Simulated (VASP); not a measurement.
Zn:

```
CELL_PARAMETERS angstrom
2.61436 0.00000 0.00000
-1.30718 2.26410 0.00000
0.00000 0.00000 4.87316
ATOMIC_POSITIONS crystal
Zn 0.33333 0.66667 0.25000
Zn 0.66667 0.33333 0.75000
```

- Program: VASP 6.6.1
- Task: relaxation of cell and atoms
- Functional: RPBE
- Potentials or basis: VASP PAW PBE potentials, release 64 (Zn)
- Cutoff: 600 eV
- k mesh: 18 × 18 × 10
- Occupations: gaussian, width 0.1 eV
- Spin: no spin polarisation

At the start: pressure 8.0 GPa; volume 14.42 Å³/atom.

Task: How do energy, volume and symmetry change on relaxing?

Result: Over 9 steps the energy falls by 36.4 meV/atom and the volume is 16.09 Å³/atom (+11.6 %); space group P6_3/mmc (No. 194, to 0.05 Å).

Step by step:
| step | energy change (eV) | largest force (eV/Å) | pressure (GPa) | volume (Å³) |
| --- | --- | --- | --- | --- |
| 1 | 0.0000 | 0.0000 | 8.05 | 28.85 |
| 2 | -0.0647 | 0.0000 | -0.41 | 31.98 |
| 3 | -0.0650 | 0.0000 | 0.04 | 31.74 |
| 4 | -0.0685 | 0.0000 | 0.02 | 31.83 |
| 5 | -0.0726 | 0.0000 | 0.23 | 32.00 |
| 6 | -0.0728 | 0.0000 | 0.28 | 32.05 |
| 7 | -0.0728 | 0.0000 | 0.27 | 32.04 |
| 8 | -0.0729 | 0.0000 | -0.03 | 32.23 |
| 9 | -0.0729 | 0.0000 | -0.03 | 32.19 |

Final structure:
```yaml
crystal:
  lattice:
    - [2.67533, 0.00000, 0.00000]
    - [-1.33766, 2.31690, 0.00000]
    - [0.00000, 0.00000, 5.19263]
  atoms:
    - { symbol: Zn, position: [0.33333, 0.66667, 0.25000] }
    - { symbol: Zn, position: [0.66667, 0.33333, 0.75000] }
```

Caveat: the PAW data sets were made with another functional, which shifts forces and pressure a little.
